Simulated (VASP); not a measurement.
# Mo: formation energy of interstitial H, part 4 of 4

Aim: the formation energy and local structure of interstitial H in Mo.

VASP 6.6.1, plane waves and PAW; the level of theory is named at each step.

So far. Step 4 (Relaxing the atoms): The run ended after 3 ionic steps, 0.006 eV below its first step, once the forces on the free atoms met EDIFFG = -0.03. Step 4 (Relaxing the atoms): Energy at zero smearing: -6.47561 eV.

### 5. The defect cell

This step: PBEsol; plane waves and PAW (Mo, H) (VASP 6.6.1).

System of this step: Mo54H. The cell holds 55 atoms: 54 Mo and 1 H. Its edges and angles: a = 9.364 Å, b = 9.364 Å, c = 9.364 Å, α = 90.0°, β = 90.0°, γ = 90.0°. It derives from Mo. Nearest the centre at fractional (0.167, 0.083, 0.000): H55 at 0.00 Å, Mo2 at 1.74 Å, Mo1 at 1.74 Å, Mo6 at 1.74 Å, Mo34 at 1.74 Å, Mo52 at 2.81 Å, Mo29 at 2.81 Å, Mo7 at 2.81 Å.

The host is treated as a metal, since its gap is under 0.3 eV or closed. The run keeps 8 symmetry operations, which cuts the number of k-points but bars distortions that break them. The atoms relax at the host's fixed cell.

The input, INCAR:

```
SYSTEM = Mo54H
PREC = Normal
ENCUT = 300
EDIFF = 1E-05
NELM = 120
ISMEAR = 1
SIGMA = 0.2
LREAL = Auto
ALGO = Fast
GGA = PS
NBANDS = 208
LASPH = .TRUE.
LORBIT = 11
LWAVE = .FALSE.
LCHARG = .TRUE.
KPAR = 4
NCORE = 2
IBRION = 2
NSW = 50
ISIF = 2
EDIFFG = -0.03
POTIM = 0.4
MAXMIX = 40
ISYM = 2
```

The input, POSCAR:

```
Mo54H
1.0
    9.3644160156      0.0000000000      0.0000000000
    0.0000000000      9.3644160156      0.0000000000
    0.0000000000      0.0000000000      9.3644160156
Mo H
54 1
Direct
    0.0000000000      0.0000000000      0.0000000000
    0.3333333300      0.0000000000      0.0000000000
    0.6666666700      0.0000000000      0.0000000000
    0.0000000000      0.3333333300      0.0000000000
    0.0000000000      0.0000000000      0.3333333300
    0.1666666700      0.1666666700      0.1666666700
    0.3333333300      0.3333333300      0.0000000000
    0.3333333300      0.0000000000      0.3333333300
    0.5000000000      0.1666666700      0.1666666700
    0.6666666700      0.3333333300      0.0000000000
    0.6666666700      0.0000000000      0.3333333300
    0.8333333300      0.1666666700      0.1666666700
    0.0000000000      0.6666666700      0.0000000000
    0.0000000000      0.3333333300      0.3333333300
    0.1666666700      0.5000000000      0.1666666700
    0.3333333300      0.6666666700      0.0000000000
    0.0000000000      0.0000000000      0.6666666700
    0.1666666700      0.1666666700      0.5000000000
    0.3333333300      0.3333333300      0.3333333300
    0.5000000000      0.5000000000      0.1666666700
    0.6666666700      0.6666666700      0.0000000000
    0.3333333300      0.0000000000      0.6666666700
    0.5000000000      0.1666666700      0.5000000000
    0.6666666700      0.3333333300      0.3333333300
    0.8333333300      0.5000000000      0.1666666700
    0.6666666700      0.0000000000      0.6666666700
    0.8333333300      0.1666666700      0.5000000000
    0.0000000000      0.6666666700      0.3333333300
    0.1666666700      0.8333333300      0.1666666700
    0.0000000000      0.3333333300      0.6666666700
    0.1666666700      0.5000000000      0.5000000000
    0.3333333300      0.6666666700      0.3333333300
    0.5000000000      0.8333333300      0.1666666700
    0.1666666700      0.1666666700      0.8333333300
    0.3333333300      0.3333333300      0.6666666700
    0.5000000000      0.5000000000      0.5000000000
    0.6666666700      0.6666666700      0.3333333300
    0.8333333300      0.8333333300      0.1666666700
    0.5000000000      0.1666666700      0.8333333300
    0.6666666700      0.3333333300      0.6666666700
    0.8333333300      0.5000000000      0.5000000000
    0.8333333300      0.1666666700      0.8333333300
    0.0000000000      0.6666666700      0.6666666700
    0.1666666700      0.8333333300      0.5000000000
    0.1666666700      0.5000000000      0.8333333300
    0.3333333300      0.6666666700      0.6666666700
    0.5000000000      0.8333333300      0.5000000000
    0.5000000000      0.5000000000      0.8333333300
    0.6666666700      0.6666666700      0.6666666700
    0.8333333300      0.8333333300      0.5000000000
    0.8333333300      0.5000000000      0.8333333300
    0.1666666700      0.8333333300      0.8333333300
    0.5000000000      0.8333333300      0.8333333300
    0.8333333300      0.8333333300      0.8333333300
    0.1666666700      0.0833333300      0.0000000000
```

The input, KPOINTS:

```
Automatic mesh
0
Monkhorst-Pack
4 4 4
0 0 0
```

Potentials, in the order of the species: Mo and H (PBE family, release 64).

Launch:

```console
mpirun -np 8 vasp_std
```

Log:

```text
[banner, memory and clock lines left out]
running    8 mpi-ranks, on    1 nodes
 distrk:  each k-point on    2 cores,    4 groups
 distr:  one band on    2 cores,    1 groups

 POSCAR found type information on POSCAR MoH
 POSCAR found :  2 types and      55 ions
 [... a notice as in an earlier step ...]

 LDA part: xc-table for (Slater+PW92), standard interpolation
 POSCAR, INCAR and KPOINTS ok, starting setup
 FFT: planning ... GRIDC
 FFT: planning ... GRID_SOFT
 FFT: planning ... GRID
 WAVECAR not read
 entering main loop
       N       E                     dE             d eps       ncg     rms          rms(c)
DAV:   1     0.709936173917E+03    0.70994E+03   -0.10326E+05  2528   0.890E+02
DAV:   2    -0.524442360078E+03   -0.12344E+04   -0.11407E+04  2720   0.228E+02
DAV:   3    -0.676991031842E+03   -0.15255E+03   -0.14631E+03  3768   0.571E+01
DAV:   4    -0.683206882920E+03   -0.62159E+01   -0.60723E+01  3464   0.120E+01
DAV:   5    -0.683385792752E+03   -0.17891E+00   -0.17689E+00  3480   0.209E+00    0.124E+02
RMM:   6    -0.648954311535E+03    0.34431E+02   -0.36207E+01  2503   0.120E+01    0.477E+01
RMM:   7    -0.639519774501E+03    0.94345E+01   -0.40533E+01  2509   0.109E+01    0.598E+00
RMM:   8    -0.639754955824E+03   -0.23518E+00   -0.56071E+00  2652   0.475E+00    0.456E+00
RMM:   9    -0.639770341310E+03   -0.15385E-01   -0.14257E+00  2745   0.177E+00    0.124E+00
RMM:  10    -0.639782450656E+03   -0.12109E-01   -0.30121E-01  2793   0.910E-01    0.975E-01
RMM:  11    -0.639788866383E+03   -0.64157E-02   -0.92092E-02  3001   0.368E-01    0.278E-01
RMM:  12    -0.639789722107E+03   -0.85572E-03   -0.16464E-02  3212   0.162E-01    0.120E-01
RMM:  13    -0.639789767040E+03   -0.44932E-04   -0.35037E-03  2924   0.713E-02    0.698E-02
RMM:  14    -0.639789798170E+03   -0.31130E-04   -0.76464E-04  3103   0.330E-02    0.346E-02
RMM:  15    -0.639789796852E+03    0.13182E-05   -0.13803E-04  2724   0.143E-02    0.197E-02
RMM:  16    -0.639789798682E+03   -0.18302E-05   -0.21898E-05  1636   0.650E-03
   1 F= -.63978980E+03 E0= -.63980290E+03  d E =-.639790E+03
 curvature:   0.00 expect dE= 0.000E+00 dE for cont linesearch  0.000E+00
 trial: gam= 0.00000 g(F)=  0.664E+00 g(S)=  0.000E+00 ort = 0.000E+00 (trialstep = 0.100E+01)
 search vector abs. value=  0.664E+00
 bond charge predicted
       N       E                     dE             d eps       ncg     rms          rms(c)
DAV:   1    -0.640102055890E+03   -0.31226E+00   -0.76052E+01  2496   0.155E+01    0.263E+00
RMM:   2    -0.640109717248E+03   -0.76614E-02   -0.87016E-01  2650   0.168E+00    0.195E+00
RMM:   3    -0.640115433924E+03   -0.57167E-02   -0.27747E-01  3061   0.704E-01    0.184E+00
RMM:   4    -0.640107925866E+03    0.75081E-02   -0.74450E-02  2822   0.376E-01    0.112E+00
RMM:   5    -0.640108349671E+03   -0.42381E-03   -0.30854E-02  3069   0.231E-01    0.255E-01
RMM:   6    -0.640108761287E+03   -0.41162E-03   -0.76635E-03  3374   0.103E-01    0.141E-01
RMM:   7    -0.640108600666E+03    0.16062E-03   -0.22772E-03  2756   0.732E-02    0.102E-01
RMM:   8    -0.640108640018E+03   -0.39352E-04   -0.65377E-04  3195   0.350E-02    0.290E-02
RMM:   9    -0.640108632517E+03    0.75012E-05   -0.12026E-04  2691   0.136E-02    0.953E-03
RMM:  10    -0.640108629941E+03    0.25764E-05   -0.29592E-05  1744   0.752E-03
   2 F= -.64010863E+03 E0= -.64012203E+03  d E =-.318831E+00
[...]
3 F= -.64010864E+03 E0= -.64012204E+03  d E =-.318839E+00
[...]
4 F= -.64011640E+03 E0= -.64012975E+03  d E =-.775970E-02
[...]
5 F= -.64011728E+03 E0= -.64013061E+03  d E =-.864120E-02
[...]
6 F= -.64011730E+03 E0= -.64013062E+03  d E =-.865812E-02
 curvature:  -0.76 expect dE=-0.633E-03 dE for cont linesearch -0.607E-07
 trial: gam= 0.07921 g(F)=  0.829E-03 g(S)=  0.000E+00 ort =-0.308E-04 (trialstep = 0.109E+01)
 search vector abs. value=  0.899E-03
 bond charge predicted
       N       E                     dE             d eps       ncg     rms          rms(c)
DAV:   1    -0.640117979479E+03   -0.68471E-03   -0.11894E-01  2592   0.630E-01    0.578E-02
RMM:   2    -0.640118004380E+03   -0.24901E-04   -0.80650E-04  2656   0.548E-02    0.383E-02
RMM:   3    -0.640118007822E+03   -0.34423E-05   -0.42314E-04  3119   0.254E-02    0.295E-02
RMM:   4    -0.640118011494E+03   -0.36718E-05   -0.80687E-05  2432   0.123E-02
   7 F= -.64011801E+03 E0= -.64013133E+03  d E =-.715601E-03
 trial-energy change:   -0.000716  1 .order   -0.000686   -0.000904   -0.000467
 step:   2.2626(harm=  2.2626)  dis= 0.00331  next Energy=  -640.118231 (dE=-0.935E-03)
 reached required accuracy - stopping structural energy minimisation
```

Elapsed: 4.5 min, on 8 MPI ranks of AMD EPYC 7R43, shared host; peak memory 2.3 GiB.

From OUTCAR (step 5):

```text
   k-points           NKPTS =      6   k-points in BZ     NKDIM =      6   number of bands    NBANDS=    208

   NELECT =     325.0000    total number of electrons

 E-fermi :   6.9827

 k-point     1 :       0.1250    0.1250    0.1250
  band No.  band energies     occupation
    ...
    164       6.9380      1.36749
    165       6.9462      1.30267
    166       6.9843      0.98661
    167       6.9886      0.94983
    168       6.9974      0.87553
    169       7.2343     -0.07058
    170       7.2916     -0.05126
    171       7.2981     -0.04823
    172       7.3124     -0.04166
    173       7.3175     -0.03935
    ...

  Total        1.4916349      0.7127582      1.4916349      0.0000000      0.0000000      0.0000000
  in kB        2.9102548      1.3906271      2.9102548      0.0000000      0.0000000      0.0000000
  external PRESSURE =       2.4037122 kB  Pullay stress =       0.0000000 kB

 POSITION                                       TOTAL-FORCE (eV/Angst)
 -----------------------------------------------------------------------------------
      9.29362      9.32566      0.00000         0.006387     -0.018157      0.000000
      3.19227      9.32566      0.00000        -0.006387     -0.018157      0.000000
      6.24294      9.36318      0.00000        -0.000000     -0.010090      0.000000
      9.35336      3.13059      0.00000         0.003654     -0.019237      0.000000
      9.36022      9.36159      3.12544         0.000499      0.009012     -0.003885
      1.56074      1.59950      1.63153        -0.000000      0.018157     -0.006387
      3.13252      3.13059      0.00000        -0.003654     -0.019237      0.000000
      3.12567      9.36159      3.12544        -0.000499      0.009012     -0.003885
      4.68618      1.56356      1.56493        -0.003885     -0.009012     -0.000499
      6.24294      3.12096      0.00000        -0.000000     -0.007697      0.000000
      6.24294      9.36396      3.12211        -0.000000     -0.009066      0.000513
      7.79971      1.56356      1.56493         0.003885     -0.009012     -0.000499
      9.36441      6.23537      0.00000        -0.002515     -0.010238      0.000000
      9.35840      3.12959      3.12868         0.004157      0.005354     -0.003952
      1.56074      4.68978      1.56075        -0.000000      0.010238      0.002515
      3.12148      6.23537      0.00000         0.002515     -0.010238      0.000000
      9.36022      9.36159      6.23897         0.000499      0.009012      0.003885
      1.56074      1.56197      4.68221        -0.000000      0.010090      0.000000
      3.12748      3.12959      3.12868        -0.004157      0.005354     -0.003952
      4.68222      4.68196      1.56178        -0.001189     -0.010523     -0.000107
      6.24294      6.24057      0.00000        -0.000000     -0.012704      0.000000
      3.12567      9.36159      6.23897        -0.000499      0.009012      0.003885
      4.68284      1.56119      4.68221         0.000513      0.009066      0.000000
      6.24294      3.12153      3.12125        -0.000000     -0.008059      0.000699
[...]
-----------------------------------------------------------------------------------
    total drift:                               -0.000021      0.000063      0.000002

  FREE ENERGIE OF THE ION-ELECTRON SYSTEM (eV)
  ---------------------------------------------------
  free  energy   TOTEN  =      -640.1180114938 eV

  energy  without entropy=     -640.1579714141  energy(sigma->0) =     -640.13133147

[... 5 parts as in an earlier step ...]

[... 12 further parts left out ...]
```

This run has no spin polarisation. Its electron count is odd, so without a moment it is a metal by construction. The run keeps the 8 symmetry operations of its start, so it cannot find a distortion of lower symmetry.

Relaxation path:

```tsv
step	energy less that of the first step (eV)	largest force (eV/Å)
1	0.0000	2.0370
2	-0.3188	0.1557
3	-0.3188	0.1563
4	-0.3266	0.0477
5	-0.3275	0.0351
6	-0.3275	0.0359
7	-0.3282	0.0196
```

The atoms that moved most (Å):

```tsv
atom	dx	dy	dz	length
Mo1	-0.071	-0.039	0.000	0.081
Mo2	0.071	-0.039	0.000	0.081
Mo6	0.000	0.039	0.071	0.081
Mo34	0.000	0.039	-0.071	0.081
Mo7	0.011	0.009	0.000	0.014
Mo4	-0.011	0.009	0.000	0.014
Mo29	0.000	-0.009	0.011	0.014
Mo52	0.000	-0.009	-0.011	0.014
```

This step gave:

```
electronic cycles       : 44
electrons               : 325
free energy (TOTEN)     : -640.1180 eV
energy at zero smearing : -640.1313 eV
Fermi energy            : 6.983 eV
```

Valence density in the bc plane at fractional x = 0.167, through the centre, with atoms of Mo and H within 0.45 Å of it. It is the smooth field of the valence electrons, not physical close to the nuclei.

Ten even steps from '0' (0.2 e/Å³) to '9' (1.4 e/Å³), each cell a mean:
```
04630000000000000000000000
01111100000111100000111100
00134420000344420001344310
00257631000367520001477410
00257631001356520001466410
00133320000233210001233210
00011100000000000000000000
00000000000000000000000000
00000000000000000000000000
00111110000111100000111100
00244420000344410001344310
00257630001367520001477410
00256530001356520001466410
00123310000233210001233210
00000000000000000000000000
00000000000000000000000000
00000000000000000000000000
00122210000111100000111100
00245431000344420001344310
00258631000367520001477410
00246531001356520001466410
00122210000233210001233200
02320000000000000000000000
15950000000000000000000000
```
Columns run along b (9.4 Å), rows up along c (9.4 Å). Atoms in or near the plane, at fractional coordinates: Mo at (0.17, 0.17), Mo at (0.50, 0.17), Mo at (0.17, 0.50), Mo at (0.83, 0.17), Mo at (0.50, 0.50), Mo at (0.17, 0.83), Mo at (0.83, 0.50), Mo at (0.50, 0.83), Mo at (0.83, 0.83), H at (0.08, 0.00).

The run ended after 7 ionic steps, 0.328 eV below its first step, once the forces on the free atoms met EDIFFG = -0.03.

H hardly moves from its start, within the 8 symmetry operations kept, and its nearest atoms are 4 Mo at 1.83 Å.

### 6. Putting the energies together

This step: point defect, PBEsol; plane waves and PAW (VASP 6.6.1).

No new run; the numbers come from the runs before.

Numbers from this step:

```
formation energy of the neutral defect : 0.4106 eV
```

Formation energy:

```tsv
formation energy (eV)	largest move (Å)
0.4106	0.08071
```

The formation energy is the energy of the relaxed defect cell less that of the perfect cell, with each removed atom booked to its reference and each added atom taken from it.

References, in eV an atom: H -3.238 (H2 molecule) and Mo -11.802 (the host). They were run at the supercell's cutoff and functional, without U, and count both elements from their own phases.

### 7. Outcome

- formation energy at charge 0: 0.411 eV

What this shows: Interstitial H costs 0.41 eV at the one site run, which need not be the lowest, with every exchanged atom at the energy of its element. H hardly moves from its start, within the 8 symmetry operations kept, and its nearest atoms are 4 Mo at 1.83 Å. With metallic smearing the value can move by tenths of an eV with the k mesh. The supercell of 54 atoms is small, so interactions between images remain.

[Lines on the potential files, build, host, timing and source positions are cut from VASP's logs without a mark.]

[Logs are printed without paths, hosts, clocks, repeated set-up lines and the standing remarks that a program may print on its own settings, such as how far it seeks lower states.]

[Hosts, paths, dates, database ids (printed as entryN), source tags and the programs' standing remarks are cut or masked in the printed files.]

[In band tables of VASP the shares of atoms and orbitals are scaled to a sum of 1 inside the atoms' spheres.]

[Runs that stopped without an error message from VASP are left out.]
